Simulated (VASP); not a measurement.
The input files of a VASP run:

**KPOINTS**
```
Automatic mesh
0
Gamma
5 5 7
0 0 0
```

### INCAR
```
AGGAC=0.0
ALGO=Normal
EDIFF=1E-7
EDIFFG=-0.01
ENCUT=520
GGA=MK
IBRION=2
ISIF=4
ISMEAR=0
LASPH=.True.
LCHARG=.False.
LREAL=.False.
LUSE_VDW=.True.
LWAVE=.False.
NELM=100
NSW=30
PARAM1=0.1234568
PARAM2=0.7114
PREC=Accurate
SIGMA=0.05
SYSTEM=MgF2
ZAB_VDW=-1.8867
```

File POSCAR:
```
MgF2
1
    4.5980252636     0.0000000000     0.0000000000
    0.0000000000     4.5980252636     0.0000000000
    0.0000000000     0.0000000000     3.0380242999
Mg F
2 4
Direct
  1.0000000000   0.0000000000   0.0000000000
  0.5000000000   0.5000000000   0.5000000000
  0.3027774209   0.3027774209   1.0000000000
  0.8027774209   0.1972225791   0.5000000000
  0.1972225791   0.8027774209   0.5000000000
  0.6972225791   0.6972225791   0.0000000000
```

POTCAR, in this order: Mg F (PBE.64 set). Program: vasp_std.

Task: Write an equivalent input for Quantum ESPRESSO's pw.x.

Result: One equivalent input (not run):
```
&CONTROL
  calculation = 'vc-relax'
  pseudo_dir = './pseudo'
  outdir = './out'
  tprnfor = .true.
  tstress = .true.
  nstep = 30
  forc_conv_thr = 0.00039
/
&SYSTEM
  ibrav = 0
  nat = 6
  ntyp = 2
  ecutwfc = 84
  occupations = 'smearing'
  smearing = 'gaussian'
  degauss = 0.003675
  input_dft = 'vdw-df2-b86r'
/
&ELECTRONS
  conv_thr = 7.3e-09
  electron_maxstep = 100
/
&IONS
/
&CELL
  cell_dofree = 'shape'
/
ATOMIC_SPECIES
  Mg 24.305 Mg.upf
  F 18.998 F.upf
CELL_PARAMETERS angstrom
     4.5980253    0.0000000    0.0000000
     0.0000000    4.5980253    0.0000000
     0.0000000    0.0000000    3.0380243
ATOMIC_POSITIONS crystal
  Mg   1.0000000  0.0000000  0.0000000
  Mg   0.5000000  0.5000000  0.5000000
  F    0.3027774  0.3027774  1.0000000
  F    0.8027774  0.1972226  0.5000000
  F    0.1972226  0.8027774  0.5000000
  F    0.6972226  0.6972226  0.0000000
K_POINTS automatic
  5 5 7 0 0 0
```
The two are equivalent in intent, not identical: the potentials are each code's own (VASP's PAW set, PseudoDojo norm-conserving files in pw.x), so ENCUT and ecutwfc are chosen apart and not converted; conv_thr bounds pw.x's estimated SCF error, while EDIFF bounds the energy change between steps; forc_conv_thr acts on force components and is met together with etot_conv_thr.

The compound is MgF2 in the rutile structure. This cell is one point of a volume scan, at 0.97 of the reference volume. Symmetry was kept, so distortions that lower it aren't found.
